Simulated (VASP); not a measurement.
# SrWN2 (R-3m) in VASP: reference runs

How does SrWN2 come out in PBE? The cell is run as given.

Program: VASP 6.6.1. These are calculated values, not measurements. Logs are shortened: lines on timing, memory, paths and dates and some standing lists are left out, and cuts for length are marked.

### Step 1. The crystal as given

It takes space group R-3m (No. 166, trigonal). Conventional cell: a = 3.669 Å, b = 3.669 Å, c = 18.599 Å, α = 90.00°, β = 90.00°, γ = 120.00°. Sr (site symmetry -3m) is surrounded by 6 N at 2.44 Å. W (site symmetry -3m) has 6 N at 2.84 Å as nearest neighbours. N (site symmetry 3m) is surrounded by 3 Sr at 2.44 Å.

The cell was built by a generator and needn't be a form met in nature.

### Step 2. Single point, PBE

Contents of INCAR:

```
PREC     = Accurate       # precision mode
ENCUT    = 520            # plane-wave cutoff, eV
EDIFF    = 1E-7           # SCF threshold, eV
ISMEAR   = -1             # smearing method
SIGMA    = 0.05           # smearing width, eV
LREAL    = F              # projectors in reciprocal space
LASPH    = T              # aspherical terms in the spheres
NELM     = 60             # most SCF steps
ALGO     = Normal         # electronic algorithm
ISIF     = 2              # what is computed and relaxed
LWAVE    = F              # write WAVECAR
LCHARG   = F              # write CHGCAR
GGA      = PE             # functional
NBANDS   = 25             # bands
```

Contents of KPOINTS:

```
Automatic mesh
0
Gamma
  9 9 9
```

Contents of POSCAR:

```
SrWN2
1.0
    1.8344179100      1.0591016700      6.1995566400
   -1.8344179100      1.0591016700      6.1995566400
    0.0000000000     -2.1182033500      6.1995566400
Sr W N
1 1 2
Direct
    0.5000000000      0.5000000000      0.5000000000
    0.0000000000      0.0000000000      0.0000000000
    0.2313000000      0.2313000000      0.2313000000
    0.7687000000      0.7687000000      0.7687000000
```

Potentials or basis: VASP PAW PBE potentials, release 64 (Sr_sv, W_sv, N).

The run is started by

```
$ cat potpaw_PBE.64/Sr_sv/POTCAR potpaw_PBE.64/W_sv/POTCAR potpaw_PBE.64/N/POTCAR > POTCAR
$ mpirun -np 1 vasp_std > vasp.out
```

OUTCAR:

```text
PREC = Accurate
   ENCUT = 520
   EDIFF = 1E-7
   ISMEAR = -1
   LREAL = F
   LASPH = T
   NELM = 60
   ISIF = 2
   GGA = PE

 ion  position               nearest neighbor table
   1  0.500  0.500  0.500-   3 2.44   4 2.44   3 2.44   3 2.44   4 2.44   4 2.44   2 3.75   2 3.75
                             2 3.75   2 3.75   2 3.75   2 3.75
   2  0.000  0.000  0.000-   1 3.75   1 3.75   1 3.75   1 3.75   1 3.75   1 3.75
   3  0.231  0.231  0.231-   1 2.44   1 2.44   1 2.44
   4  0.769  0.769  0.769-   1 2.44   1 2.44   1 2.44

  LATTYP: Found a trigonal (rhomboedric) cell.
 ALAT       =     6.5514340376
 COS(alpha) =     0.8431972000

  Lattice vectors:

 A1 = (   1.8344179100,   1.0591016700,   6.1995566400)
 A2 = (  -1.8344179100,   1.0591016700,   6.1995566400)
 A3 = (   0.0000000000,  -2.1182033500,   6.1995566400)

Analysis of symmetry for initial positions (statically):
=====================================================================
 Subroutine PRICEL returns:
 Original cell was already a primitive cell.

 Routine SETGRP: Setting up the symmetry group for a
 trigonal (rhombohedral) supercell.

 Subroutine GETGRP returns: Found 12 space group operations
 (whereof 12 operations were pure point group operations)
 out of a pool of 12 trial point group operations.

The static configuration has the point symmetry D_3d.

Analysis of symmetry for dynamics (positions and initial velocities):
=====================================================================
 Subroutine PRICEL returns:
 Original cell was already a primitive cell.

 Routine SETGRP: Setting up the symmetry group for a
 trigonal (rhombohedral) supercell.

 Subroutine GETGRP returns: Found 12 space group operations
 (whereof 12 operations were pure point group operations)
 out of a pool of 12 trial point group operations.

The dynamic configuration has the point symmetry D_3d.

 Subroutine INISYM returns: Found 12 space group operations
 (whereof 12 operations are pure point group operations),
 and found     1 'primitive' translations

----------------------------------------------------------------------------------------

                                     Primitive cell

  volume of cell :      72.2683

  direct lattice vectors                    reciprocal lattice vectors
     1.834417910  1.059101670  6.199556640     0.272566026  0.157366069  0.053767286
    -1.834417910  1.059101670  6.199556640    -0.272566026  0.157366069  0.053767286
     0.000000000 -2.118203350  6.199556640     0.000000000 -0.314732137  0.053767286

  length of vectors
     6.551434038  6.551434038  6.551434039     0.319291778  0.319291778  0.319291778

  position of ions in fractional coordinates (direct lattice)
     0.500000000  0.500000000  0.500000000
     0.000000000  0.000000000  0.000000000
     0.231300000  0.231300000  0.231300000
     0.768700000  0.768700000  0.768700000

  ion indices of the primitive-cell ions
   primitive index   ion index
                 1           1
                 2           2
                 3           3
                 4           4

----------------------------------------------------------------------------------------

 KPOINTS: Automatic mesh

Automatic generation of k-mesh.
 Grid dimensions read from file:
 generate k-points for:    9    9    9

 Generating k-lattice:

  Cartesian coordinates                     Fractional coordinates (reciprocal lattice)
     0.030285114  0.017485119  0.005974143     0.111111111 -0.000000000  0.000000000
    -0.030285114  0.017485119  0.005974143    -0.000000000  0.111111111  0.000000000
     0.000000000 -0.034970237  0.005974143     0.000000000  0.000000000  0.111111111

  Length of vectors
     0.035476864  0.035476864  0.035476864

  Shift w.r.t. Gamma in fractional coordinates (k-lattice)
     0.000000000  0.000000000  0.000000000

 Subroutine IBZKPT returns following result:
 ===========================================

 Found     85 irreducible k-points:

 Following reciprocal coordinates:
            Coordinates               Weight
  0.000000  0.000000  0.000000      1.000000
  0.111111  0.000000  0.000000      6.000000
  0.222222  0.000000  0.000000      6.000000
  0.333333  0.000000  0.000000      6.000000
  0.444444  0.000000  0.000000      6.000000
  0.111111  0.111111  0.000000      6.000000
[... 16 lines left out ...]
 -0.333333  0.333333  0.000000      6.000000
  0.444444  0.444444  0.000000      6.000000
 [... further k-points ...]
   k-points           NKPTS =     85   k-points in BZ     NKDIM =     85   number of bands    NBANDS=     25
   number of dos      NEDOS =    301   number of ions     NIONS =      4
   total plane-waves  NPLWV = 125000
   dimension x,y,z NGX =    50 NGY =   50 NGZ =   50
   dimension x,y,z NGXF=   100 NGYF=  100 NGZF=  100
   ions per type =               1   1   2
   NGX,Y,Z   is equivalent  to a cutoff of  12.69, 12.69, 12.69 a.u.
   NGXF,Y,Z  is equivalent  to a cutoff of  25.38, 25.38, 25.38 a.u.
 SYSTEM =  unknown system
   PREC   = accura    normal or accurate (medium, high low for compatibility)
   ISTART =      0    job   : 0-new  1-cont  2-samecut
   ICHARG =      2    charge: 1-file 2-atom 10-const
   ISPIN  =      1    spin polarized calculation?
   LNONCOLLINEAR =      F non collinear calculations
   LSORBIT =      F    spin-orbit coupling
   LASPH  =      T    aspherical Exc in radial PAW
   ENCUT  =  520.0 eV  38.22 Ry    6.18 a.u.  12.18 12.18 12.18*2*pi/ulx,y,z
   NELM   =     60;   NELMIN=  2; NELMDL= -5     # of ELM steps
   EDIFF  = 0.1E-06   stopping-criterion for ELM
   LREAL  =      F    real-space projection
   EDIFFG = 0.1E-05   stopping-criterion for IOM
   NSW    =      0    number of steps for IOM
   IBRION =     -1    ionic relax: 0-MD 1-quasi-New 2-CG
   NFREE  =      0    steps in history (QN), initial steepest desc. (CG)
   ISIF   =      2    stress and relaxation
   ISYM   =      2    0-nonsym 1-usesym 2-fastsym
   POTIM  = 0.5000    time-step for ionic-motion
   TEBEG  =    0.0;   TEEND  =   0.0 temperature during run
   PSTRESS=    0.0 pullay stress
   NELECT =      34.0000    total number of electrons
   NUPDOWN=      -1.0000    fix difference up-down
   EMIN   =  10.00;   EMAX   =-10.00  energy-range for DOS
   EFERMI =   0.00;   METHOD = LEGACY
   ISMEAR =    -1;   SIGMA  =   0.05  broadening in eV -4-tet -1-fermi 0-gaus
   EFERMI_NEDOS =   21; number of points for ismear=-14 and -15
   IALGO  =     38    algorithm
   IMIX   =      4    mixing-type and parameters
     AMIX     =   0.40;   BMIX     =  1.00
     AMIX_MAG =   1.60;   BMIX_MAG =  1.00
  volume/ion in A,a.u.               =      18.07       121.92
  Fermi-wavevector in a.u.,A,eV,Ry     =   1.273264  2.406120 22.057789  1.621202
  Thomas-Fermi vector in A             =   2.406097
   LORBIT       =      0    0 simple, 1 ext, 2 COOP (PROOUT), +10 PAW based schemes
   GGA     = PE    functional components
   LHFCALC =     F    Hartree Fock is set to
   AEXX    =    0.0000 exact exchange contribution
   IVDW    =     0    specifies the selected vdW correction
   LEPSILON=     F    determine dielectric tensor
   LRPA    =     F    only Hartree local field effects (RPA)
 non-spin polarized calculation
  energy-cutoff  :      520.00
  volume of cell :       72.27
 maximum number of plane-waves:      1966
 NGX is ok and might be reduce to    50
   NGX = 25   NGY = 25   NGZ = 25

 number of electron      34.0000001 magnetization

 Free energy of the ion-electron system (eV)
  ---------------------------------------------------
  ext. energy  EPLUGINS =         0.00000000
  ---------------------------------------------------
  free energy    TOTEN  =       -25.64222837 eV

  energy without entropy =      -25.61542388  energy(sigma->0) =      -25.62882612

 E-fermi :   3.2435     XC(G=0): -10.4502

 val. band max:        3.2428190237   @ k =   0.4444   0.3333   0.3333
 cond. band min:       3.2467391802   @ k =  -0.2222  -0.4444   0.1111
 fundamental gap:      0.0039201565
 Fermi energy:         3.2435276314

 k-point     1 :       0.0000    0.0000    0.0000
  band No.  band energies     occupation
      1     -72.0689      2.00000
      2     -36.0615      2.00000
      3     -36.0615      2.00000
      4     -36.0068      2.00000
      5     -29.0613      2.00000
      6     -12.0977      2.00000
[... 17 lines left out ...]
     24      10.6666      0.00000
     25      10.6666      0.00000

 k-point     2 :       0.1111    0.0000    0.0000
  band No.  band energies     occupation
      1     -72.0687      2.00000
      2     -36.0671      2.00000
      3     -36.0629      2.00000
      4     -36.0061      2.00000
      5     -29.0495      2.00000
      6     -12.0331      2.00000
[... 17 lines left out ...]
     24      10.5353      0.00000
     25      10.7856      0.00000

 k-point     3 :       0.2222    0.0000    0.0000
  band No.  band energies     occupation
      1     -72.0683      2.00000
      2     -36.0813      2.00000
      3     -36.0666      2.00000
      4     -36.0044      2.00000
      5     -29.0197      2.00000
      6     -11.9490      2.00000
[... 17 lines left out ...]
     24      10.0052      0.00000
     25      11.1684      0.00000

 k-point     4 :       0.3333    0.0000    0.0000
  band No.  band energies     occupation
      1     -72.0678      2.00000
      2     -36.0975      2.00000
      3     -36.0707      2.00000
      4     -36.0024      2.00000
      5     -28.9854      2.00000
      6     -12.3685      2.00000
[... 17 lines left out ...]
     24       9.5703      0.00000
     25      11.3657      0.00000

 k-point     5 :       0.4444    0.0000    0.0000
  band No.  band energies     occupation
      1     -72.0675      2.00000
      2     -36.1080      2.00000
      3     -36.0735      2.00000
      4     -36.0011      2.00000
      5     -28.9629      2.00000
      6     -12.6279      2.00000
[... 17 lines left out ...]
     24       8.9838      0.00000
     25      11.0940      0.00000

 k-point     6 :       0.1111    0.1111    0.0000
  band No.  band energies     occupation
      1     -72.0687      2.00000
      2     -36.0671      2.00000
      3     -36.0629      2.00000
      4     -36.0061      2.00000
      5     -29.0495      2.00000
      6     -12.0356      2.00000
[... 17 lines left out ...]
     24      10.5348      0.00000
     25      10.8826      0.00000
[... 393 lines left out ...]
 k-point    21 :       0.4444    0.3333    0.0000
  band No.  band energies     occupation
      1     -72.0676      2.00000
      2     -36.1028      2.00000
      3     -36.0755      2.00000
      4     -36.0014      2.00000
      5     -28.9683      2.00000
      6     -12.4752      2.00000
[... 17 lines left out ...]
     24       9.6330      0.00000
     25      10.6184      0.00000

 k-point    22 :      -0.4444    0.3333    0.0000
  band No.  band energies     occupation
      1     -72.0673      2.00000
      2     -36.1023      2.00000
      3     -36.0850      2.00000
      4     -36.0006      2.00000
      5     -28.9531      2.00000
      6     -12.4055      2.00000
[... 17 lines left out ...]
     24       9.6990      0.00000
     25      10.2598      0.00000

 k-point    23 :      -0.3333    0.3333    0.0000
  band No.  band energies     occupation
      1     -72.0673      2.00000
      2     -36.0954      2.00000
      3     -36.0954      2.00000
      4     -36.0002      2.00000
      5     -28.9471      2.00000
      6     -12.1517      2.00000
[... 17 lines left out ...]
     24       9.4266      0.00000
     25      10.1851      0.00000

 k-point    24 :       0.4444    0.4444    0.0000
  band No.  band energies     occupation
      1     -72.0675      2.00000
      2     -36.1080      2.00000
      3     -36.0735      2.00000
      4     -36.0011      2.00000
      5     -28.9630      2.00000
      6     -12.6185      2.00000
[... 17 lines left out ...]
     24       9.4105      0.00000
     25      11.1832      0.00000

 [... further k-points ...]

------------------------ aborting loop because EDIFF is reached ----------------------------------------

  FORCE on cell =-STRESS in cart. coord.  units (eV):
  Direction    XX          YY          ZZ          XY          YZ          ZX
  --------------------------------------------------------------------------------------
  -------------------------------------------------------------------------------------
  Total       -8.1590354     -8.1590354    -11.7057086      0.0000000      0.0000000      0.0000000
  in kB     -180.8845956   -180.8845954   -259.5138099      0.0000000      0.0000001      0.0000000
  external PRESSURE =    -207.0943336 kB  Pullay stress =       0.0000000 kB

 VOLUME and BASIS-vectors are now :
 -----------------------------------------------------------------------------
  energy-cutoff  :      520.00
  volume of cell :       72.27
      direct lattice vectors                 reciprocal lattice vectors
     1.834417910  1.059101670  6.199556640     0.272566026  0.157366069  0.053767286
    -1.834417910  1.059101670  6.199556640    -0.272566026  0.157366069  0.053767286
     0.000000000 -2.118203350  6.199556640     0.000000000 -0.314732137  0.053767286

 POSITION                                       TOTAL-FORCE (eV/Angst)
 -----------------------------------------------------------------------------------
      0.00000     -0.00000      9.29933         0.000000      0.000000      0.000000
      0.00000      0.00000      0.00000         0.000000      0.000000     -0.000000
      0.00000     -0.00000      4.30187         0.000000     -0.000000      5.271717
      0.00000     -0.00000     14.29680         0.000000      0.000000     -5.271717
 -----------------------------------------------------------------------------------
    total drift:                                0.000000      0.000000      0.000000

  FREE ENERGIE OF THE ION-ELECTRON SYSTEM (eV)
  ---------------------------------------------------
  free  energy   TOTEN  =       -25.6422283669 eV

  energy  without entropy=      -25.6154238784  energy(sigma->0) =      -25.62882612
```

It took 8.7 min on 1 thread of Intel Xeon Platinum 8488C (Sapphire Rapids), shared host; peak memory 0.44 GiB.

Results:

```yaml
Free_energy: -25.6422 eV
Pressure: -20.7 GPa
Largest_force: 5.272 eV/Å
Band_gap_on_the_k_mesh: none (metal or under the smearing width)
```

Forces on the atoms (eV/Å):
```
Sr   0.000  0.000  0.000
W    0.000  0.000  0.000
N    0.000  0.000  5.272
N    0.000  0.000 -5.272
```

Stress tensor (GPa, compression positive):
```
-18.09   0.00   0.00
  0.00 -18.09   0.00
  0.00   0.00 -25.95
```

Caveat: so large a pressure means that the cell lies far from this level's equilibrium, or that cutoff or potentials fall short; forces of over 1 eV/Å show positions far from the minimum, so gaps and moduli don't describe the material at rest. Spin-orbit coupling is left out, which matters for the levels of W.
